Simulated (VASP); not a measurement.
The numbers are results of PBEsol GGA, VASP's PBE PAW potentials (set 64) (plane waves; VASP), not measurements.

VASP input:

### INCAR
```
# general
SYSTEM =Au3Pd
PREC   =Accurate
ENCUT  =400
LREAL  =.FALSE.
LASPH  =.TRUE.

# electronic loop
EDIFF  =1E-7
NELM   =100
ALGO   =Normal
LMAXMIX=6

# smearing
ISMEAR =-5

# functional
GGA    =PS

# ions
ISIF   =2

# output
LWAVE  =.FALSE.
LCHARG =.TRUE.
LORBIT =11
NEDOS  =601
```

**KPOINTS**
```
Automatic
0
gamma
 15 15 4
0 0 0
```

**POSCAR**
```
Au3Pd
1
    0.0000000000     2.0168440606     2.0168440606
    2.0168440606    -0.0000000000     2.0168440606
    8.0424496917     8.0424496917     0.0249265507
Pd Au
1 3
Direct
  0.0000000000   0.0000000000   1.0000000000
  0.0096018137   0.0096018137   0.2427986397
  0.0000000000   0.0000000000   0.5000000000
  0.9903981863   0.9903981863   0.7572013603
```

POTCAR, in this order: Pd Au (PBE.64 set). Program: vasp_std.

What VASP printed:

### OUTCAR
```
 ion  position               nearest neighbor table
   1  0.000  0.000  0.000-   2 2.79   4 2.79   4 2.79   4 2.79   2 2.79   2 2.79
   2  0.010  0.010  0.243-   1 2.79   1 2.79   1 2.79   3 2.90   3 2.90   3 2.90
   3  0.000  0.000  0.500-   2 2.90   2 2.90   4 2.90   4 2.90   2 2.90   4 2.90
   4  0.990  0.990  0.757-   1 2.79   1 2.79   1 2.79   3 2.90   3 2.90   3 2.90
  LATTYP: Found a trigonal (rhomboedric) cell.
 ALAT       =     9.4173252982
 COS(alpha) =     0.9541341447
 Subroutine PRICEL returns:
 Original cell was already a primitive cell.
 Subroutine GETGRP returns: Found 12 space group operations
The static configuration has the point symmetry D_3d.
The dynamic configuration has the point symmetry D_3d.
 Subroutine INISYM returns: Found 12 space group operations
 Subroutine IBZKPT returns following result:
 Found    248 irreducible k-points:

 Following reciprocal coordinates:
            Coordinates               Weight
  0.000000  0.000000  0.000000      1.000000
  0.066667  0.000000 -0.000000      4.000000
  0.133333  0.000000  0.000000      4.000000
  0.200000  0.000000 -0.000000      4.000000
  0.266667  0.000000  0.000000      4.000000
  0.333333  0.000000 -0.000000      4.000000
  0.400000  0.000000 -0.000000      4.000000
  0.466667  0.000000  0.000000      4.000000
  0.066667  0.066667  0.000000      2.000000
  0.133333  0.066667 -0.000000      4.000000
  0.200000  0.066667  0.000000      4.000000
  0.266667  0.066667  0.000000      4.000000
  0.333333  0.066667 -0.000000      4.000000
  0.400000  0.066667  0.000000      4.000000
  0.466667  0.066667 -0.000000      4.000000
 -0.466667  0.066667  0.000000      4.000000
 -0.400000  0.066667 -0.000000      4.000000
 -0.333333  0.066667 -0.000000      4.000000
 -0.266667  0.066667 -0.000000      4.000000
 -0.200000  0.066667  0.000000      4.000000
 -0.133333  0.066667  0.000000      4.000000
...
```

OSZICAR:
```
       N       E                     dE             d eps       ncg     rms          rms(c)
DAV:   1     0.242502013672E+03    0.24250E+03   -0.18820E+04 12464   0.132E+03
DAV:   2    -0.138827939814E+02   -0.25638E+03   -0.24909E+03 14486   0.317E+02
DAV:   3    -0.198381247791E+02   -0.59553E+01   -0.58979E+01 13333   0.496E+01
DAV:   4    -0.198981120171E+02   -0.59987E-01   -0.59856E-01 13494   0.497E+00
DAV:   5    -0.198989692917E+02   -0.85727E-03   -0.85675E-03 13564   0.603E-01    0.187E+01
DAV:   6    -0.189554378585E+02    0.94353E+00   -0.17397E+01 13223   0.479E+01    0.170E+01
DAV:   7    -0.181834449754E+02    0.77199E+00   -0.15938E+01 13390   0.253E+01    0.846E+00
DAV:   8    -0.179243477944E+02    0.25910E+00   -0.19423E+00 13113   0.156E+01    0.355E+00
DAV:   9    -0.179168934597E+02    0.74543E-02   -0.78797E-02 13580   0.298E+00    0.767E-01
DAV:  10    -0.179103485739E+02    0.65449E-02   -0.38304E-02 13255   0.179E+00    0.135E-01
DAV:  11    -0.179103155156E+02    0.33058E-04   -0.17126E-03 13242   0.293E-01    0.826E-02
DAV:  12    -0.179103417538E+02   -0.26238E-04   -0.21598E-04 13361   0.162E-01    0.238E-02
DAV:  13    -0.179103577644E+02   -0.16011E-04   -0.28882E-05 13525   0.417E-02    0.126E-02
DAV:  14    -0.179103427818E+02    0.14983E-04   -0.11143E-05 13357   0.217E-02    0.298E-03
DAV:  15    -0.179103447262E+02   -0.19443E-05   -0.24483E-07  6782   0.412E-03    0.124E-03
DAV:  16    -0.179103450908E+02   -0.36467E-06   -0.32080E-08  6310   0.136E-03    0.801E-04
DAV:  17    -0.179103453609E+02   -0.27008E-06   -0.56958E-09  6268   0.556E-04    0.598E-04
DAV:  18    -0.179103456702E+02   -0.30923E-06   -0.60817E-09  6254   0.584E-04    0.282E-04
DAV:  19    -0.179103458753E+02   -0.20517E-06   -0.23446E-09  6244   0.293E-04    0.120E-04
DAV:  20    -0.179103459216E+02   -0.46239E-07   -0.33868E-10  6241   0.938E-05
   1 F= -.17910346E+02 E0= -.17910346E+02  d E =0.000000E+00
```

**OUTCAR**
```
------------------------ aborting loop because EDIFF is reached ----------------------------------------
  FORCE on cell =-STRESS in cart. coord.  units (eV):
  Direction    XX          YY          ZZ          XY          YZ          ZX
  --------------------------------------------------------------------------------------
  Total        0.0524139      0.0524139      0.0524139     -0.0405736      0.0405736      0.0405736
  in kB        1.2854865      1.2854865      1.2854865     -0.9950943      0.9950943      0.9950943
  external PRESSURE =       1.2854865 kB  Pullay stress =       0.0000000 kB
  volume of cell :       65.33
      direct lattice vectors                 reciprocal lattice vectors
     0.000000000  2.016844061  2.016844061    -0.248296859  0.247527295  0.248296859
     2.016844061  0.000000000  2.016844061     0.247527295 -0.248296859  0.248296859
     8.042449692  8.042449692  0.024926551     0.062266606  0.062266606 -0.062266606
 POSITION                                       TOTAL-FORCE (eV/Angst)
 -----------------------------------------------------------------------------------
      0.00000      0.00000      0.00000         0.000000     -0.000000     -0.000000
      1.97206      1.97206      0.04478         0.022918      0.022918     -0.022918
      4.02122      4.02122      0.01246         0.000000      0.000000      0.000000
      8.08723      8.08723      4.01383        -0.022918     -0.022918      0.022918
 -----------------------------------------------------------------------------------
    total drift:                                0.000000      0.000000     -0.000000
  FREE ENERGIE OF THE ION-ELECTRON SYSTEM (eV)
  ---------------------------------------------------
  free  energy   TOTEN  =       -17.9103459216 eV

  energy  without entropy=      -17.9103459216  energy(sigma->0) =      -17.91034592

 total charge

# of ion       s       p       d       tot
------------------------------------------
    1        0.425   0.427   8.532   9.384
    2        0.555   0.381   8.738   9.674
    3        0.543   0.368   8.751   9.662
    4        0.555   0.381   8.738   9.674
--------------------------------------------------
tot          2.078   1.557  34.759  38.393
```
(Selected blocks of OUTCAR.)

OUTCAR:
```
 val. band max:        9.4742442249   @ k =   0.4667   0.4000   0.0000

 cond. band min:       9.3830231782   @ k =  -0.1333   0.0000   0.2500


 Fermi energy:         9.4136579166

 k-point     1 :       0.0000    0.0000    0.0000
  band No.  band energies     occupation
      1      -0.2471      2.00000
      2       1.2881      2.00000
      3       1.7363      2.00000
      4       3.4545      2.00000
      5       4.6419      2.00000
      6       4.7179      2.00000
      7       4.7819      2.00000
      8       4.7819      2.00000
      9       4.8605      2.00000
     10       4.8605      2.00000
     11       5.0490      2.00000
     12       5.0490      2.00000
     13       6.0756      2.00000
     14       6.0756      2.00000
     15       6.2856      2.00000
     16       6.5769      2.00000
     17       6.5769      2.00000
     18       6.7722      2.00000
     19       6.7722      2.00000
     20       7.5266      2.00000
     21       7.5266      2.00000
     22       8.6534      2.00000
     23       8.6534      2.00000
     24       8.9384      1.99859
     25      13.6485      0.00000

 k-point     2 :       0.0667    0.0000   -0.0000
  band No.  band energies     occupation
      1      -0.0928      2.00000
      2       1.3791      2.00000
      3       1.8942      2.00000
      4       3.5312      2.00000
      5       4.4902      2.00000
      6       4.6731      2.00000
      7       4.7324      2.00000
      8       4.8777      2.00000
      9       4.8929      2.00000
     10       4.9328      2.00000
     11       5.0122      2.00000
     12       5.1366      2.00000
     13       6.0158      2.00000
     14       6.0571      2.00000
     15       6.1172      2.00000
     16       6.5469      2.00000
     17       6.5588      2.00000
     18       6.7986      2.00000
     19       6.9853      2.00000
     20       7.3744      2.00000
     21       7.5720      2.00000
     22       8.1734      2.00000
     23       8.6556      2.00000
...
```

For a metal the tetrahedron method with Blöchl corrections gives inexact stress and forces. Unless said otherwise, spin-orbit coupling is left out, though it shifts the bands of the heavy elements here.

The structure was generated: Au3Pd was put into an ordered model structure (R-3m), which need not be its known phase. It was relaxed first. The electron count is odd and the run is not spin-polarised, which forces a metal.
